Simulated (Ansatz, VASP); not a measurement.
# One calculation of Mg6CoSb, two programs

```
Sb Co Mg
1.0
     4.78151    0.00000    0.00000
     0.00000    3.05005    5.21852
     0.00000   -3.05005    5.21852
Sb Co Mg
1 1 6
Direct
  0.50000 0.67279 0.67279
  0.00000 0.84218 0.84218
  0.50000 0.16925 0.16925
  0.50000 0.67500 0.14749
  0.50000 0.14749 0.67500
  0.00000 0.33401 0.33401
  0.00000 0.83797 0.32132
  0.00000 0.32132 0.83797
```

Change from the starting cell: volume scaled by 0.94.

Alike in both runs: task single point; functional PBE; k mesh 6 × 5 × 5; occupations fermi-dirac, width 0.05 eV; collinear spin, ferromagnetic start.

```csv
,VASP,Ansatz
version,VASP 6.6.1,Ansatz 0.2.0
potentials or method,"VASP PAW PBE potentials, release 64 (Sb, Co, Mg)",Ansatz PAW
plane-wave cutoff (eV),520,420
valence electrons in the cell,26,92
```

Ansatz gave:

- gap on the k mesh at the Fermi level (eV): none
- pressure (GPa): 3.5
- largest component of the traceless stress (GPa): 0.22
- rms of the force components (eV/Å): 0.021
- net moment per atom (μB): 0.08
- size of the moment on the site where the two differ most (μB): 0.82

Q: Which values does VASP return?

A: gap on the k mesh at the Fermi level (eV): none; pressure (GPa): 3.4; largest component of the traceless stress (GPa): 0.24; rms of the force components (eV/Å): 0.023; net moment per atom (μB): 0.08; size of the moment on the site where the two differ most (μB): 0.77.

Site moments also hang on the region over which each program counts them. Atom by atom the forces differ by 0.003 eV/Å (rms over components). A gap of «none» marks a metal or a gap that the smearing closes. The two sets of potentials don't hold the same shells in valence.

Caveats: a cell with one magnetic atom can't hold antiferromagnetic order, which such compounds often take. Spin-orbit coupling is left out, which matters for the levels of Sb.
